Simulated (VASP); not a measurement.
A VASP calculation is set up with these files.

File KPOINTS:
```
Automatic mesh
0
Gamma
4 4 4
0 0 0
```

**INCAR**
```
SYSTEM = Rh
PREC = Accurate
ENCUT = 400
EDIFF = 1E-6
NELM = 100
ALGO = Normal
LREAL = .FALSE.
LASPH = .TRUE.
ISMEAR = 0
SIGMA = 0.001
GGA = PE
LMAXMIX = 4
LWAVE = .FALSE.
LCHARG = .FALSE.
ISIF = 2
```

File POSCAR:
```
Rh
1
    0.0000000000     1.9000000000     1.9000000000
    1.9000000000     0.0000000000     1.9000000000
    1.9000000000     1.9000000000     0.0000000000
Rh
1
Direct
  0.0000000000   0.0000000000   0.0000000000
```

POTCAR, in this order: Rh_pv (PBE.64 set). Program: vasp_std.

What VASP printed:

standard output:
```
 POSCAR found type information on POSCAR Rh
 POSCAR found :  1 types and       1 ions
 Reading from existing POTCAR
 Reading from existing POTCAR
 LDA part: xc-table for (Slater+PW92), standard interpolation
 POSCAR, INCAR and KPOINTS ok, starting setup
 WAVECAR not read
 entering main loop
       N       E                     dE             d eps       ncg     rms          rms(c)
DAV:   1     0.844458485117E+02    0.84446E+02   -0.84054E+03   184   0.118E+03
DAV:   2    -0.723461329617E+01   -0.91680E+02   -0.87536E+02   182   0.327E+02
DAV:   3    -0.813407670069E+01   -0.89946E+00   -0.89840E+00   197   0.374E+01
DAV:   4    -0.813883023713E+01   -0.47535E-02   -0.47533E-02   197   0.271E+00
DAV:   5    -0.813889080600E+01   -0.60569E-04   -0.60570E-04   188   0.290E-01    0.965E+00
DAV:   6    -0.770257892208E+01    0.43631E+00   -0.12251E+00   176   0.165E+01    0.310E+00
DAV:   7    -0.769419133202E+01    0.83876E-02   -0.48545E-03   185   0.939E-01    0.172E+00
DAV:   8    -0.769081436977E+01    0.33770E-02   -0.15338E-03   182   0.627E-01    0.558E-02
DAV:   9    -0.769081325148E+01    0.11183E-05   -0.31260E-05   203   0.700E-02    0.116E-02
DAV:  10    -0.769081570827E+01   -0.24568E-05   -0.36048E-06   194   0.242E-02    0.205E-03
DAV:  11    -0.769081534913E+01    0.35914E-06   -0.16703E-07   100   0.647E-03
   1 F= -.76908153E+01 E0= -.76908153E+01  d E =0.000000E+00
```

### OUTCAR
```
------------------------ aborting loop because EDIFF is reached ----------------------------------------
  FORCE on cell =-STRESS in cart. coord.  units (eV):
  Direction    XX          YY          ZZ          XY          YZ          ZX
  --------------------------------------------------------------------------------------
  Total       -0.1564948     -0.1564948     -0.1564948      0.0000000      0.0000000      0.0000000
  in kB      -18.2776278    -18.2776278    -18.2776278      0.0000000      0.0000000      0.0000000
  external PRESSURE =     -18.2776278 kB  Pullay stress =       0.0000000 kB
  volume of cell :       13.72
      direct lattice vectors                 reciprocal lattice vectors
     0.000000000  1.900000000  1.900000000    -0.263157895  0.263157895  0.263157895
     1.900000000  0.000000000  1.900000000     0.263157895 -0.263157895  0.263157895
     1.900000000  1.900000000  0.000000000     0.263157895  0.263157895 -0.263157895
 POSITION                                       TOTAL-FORCE (eV/Angst)
 -----------------------------------------------------------------------------------
      0.00000      0.00000      0.00000         0.000000      0.000000      0.000000
 -----------------------------------------------------------------------------------
    total drift:                                0.000000     -0.000000      0.000000
  FREE ENERGIE OF THE ION-ELECTRON SYSTEM (eV)
  ---------------------------------------------------
  free  energy   TOTEN  =        -7.6908153491 eV

  energy  without entropy=       -7.6908153491  energy(sigma->0) =       -7.69081535
```
(Selected blocks of OUTCAR.)

Problem. The run ends quietly. Is anything wrong with it?

Solution. The cause: a metal was run with a tiny SIGMA on a coarse mesh. The run ends without an error. Against the sound run, the energy per atom (σ→0) decreases by 0.438 eV/atom; the pressure falls by 6.74 GPa. To mend it, set ISMEAR = 1, set SIGMA = 0.1, correct KPOINTS.
KPOINTS:
```
Automatic mesh
0
Gamma
12 12 12
0 0 0
```
The mended run (PBE GGA, plane waves, VASP's PBE PAW potentials (set 64)) converges, and its OSZICAR ends with
```
   1 F= -.72530696E+01 E0= -.72531532E+01  d E =0.250918E-03
```

The compound is Rh in the fcc structure. The cell was not relaxed at this level.
